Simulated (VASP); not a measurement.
The system is W3C2.

```xyz
5
Lattice="3.5792 0.0000 0.0000 -1.7896 3.0997 0.0000 0.0000 0.0000 5.5686" Properties=species:S:1:pos:R:3 pbc="T T T"
W     0.0000    0.0000    0.0000
W     0.0000    2.0664    3.5917
W     1.7896    1.0332    1.9769
C     0.0000    2.0664    1.3643
C     1.7896    1.0332    4.2043
```

The cell was built by a generator and needn't be a form met in nature.

- Program: VASP 6.6.1
- Task: relaxation of cell and atoms
- Functional: PBE
- Potentials or basis: VASP PAW PBE potentials, release 64 (W_sv, C)
- Cutoff: 600 eV
- k mesh: 6 × 6 × 4
- Occupations: gaussian, width 0.1 eV
- Spin: no spin polarisation

At the start: pressure -1.2 GPa; volume 12.36 Å³/atom.

How do energy, volume and symmetry change on relaxing?

Over 46 steps the energy falls by 564.4 meV/atom and the volume is 11.75 Å³/atom (-4.9 %); space group P-3m1 (No. 164, to 0.05 Å).

Step by step:
```csv
step,energy change (eV),largest force (eV/Å),pressure (GPa),volume (Å³)
1,0.0000,2.2882,-1.17,61.78
3,-0.3161,0.5103,0.89,61.06
5,-0.3526,0.1779,-1.97,61.65
7,-0.3572,0.1800,0.33,61.21
9,-0.3607,0.1518,0.16,61.29
11,-0.3722,0.1841,-2.67,61.75
13,-0.6902,0.7268,-14.01,63.77
15,-0.9141,0.6482,-21.04,65.24
17,-0.9189,0.6195,-21.81,65.44
19,-0.9192,0.6182,-21.85,65.44
21,-0.9200,0.6121,-21.99,65.48
23,-0.9213,0.6580,-22.54,65.63
25,-0.9256,0.6618,-22.49,65.61
27,-0.9448,0.6799,-22.24,65.53
29,-1.0201,0.7562,-21.21,65.23
31,-1.2893,1.1122,-16.74,64.00
33,-1.6098,2.8560,9.65,59.06
35,-1.7927,2.0643,0.59,60.33
37,-2.5028,1.6457,9.14,58.10
39,-2.6495,1.2639,0.75,59.15
41,-2.7527,0.7822,-3.89,59.64
43,-2.8201,0.0648,1.42,58.51
45,-2.8220,0.0304,-0.23,58.76
46,-2.8222,0.0245,-0.08,58.74
```

Final structure:
```cif
data_structure
_symmetry_space_group_name_H-M 'P 1'
_symmetry_Int_Tables_number 1
_cell_length_a 3.0268
_cell_length_b 3.0268
_cell_length_c 7.4037
_cell_angle_alpha 90.000
_cell_angle_beta 90.000
_cell_angle_gamma 120.000
_cell_volume 58.74
loop_
_atom_site_label
_atom_site_type_symbol
_atom_site_fract_x
_atom_site_fract_y
_atom_site_fract_z
_atom_site_occupancy
W1 W 0.00000 0.00000 0.00000 1
W2 W 0.33333 0.66667 0.65632 1
W3 W 0.66667 0.33333 0.34368 1
C1 C 0.33333 0.66667 0.17760 1
C2 C 0.66667 0.33333 0.82240 1
```
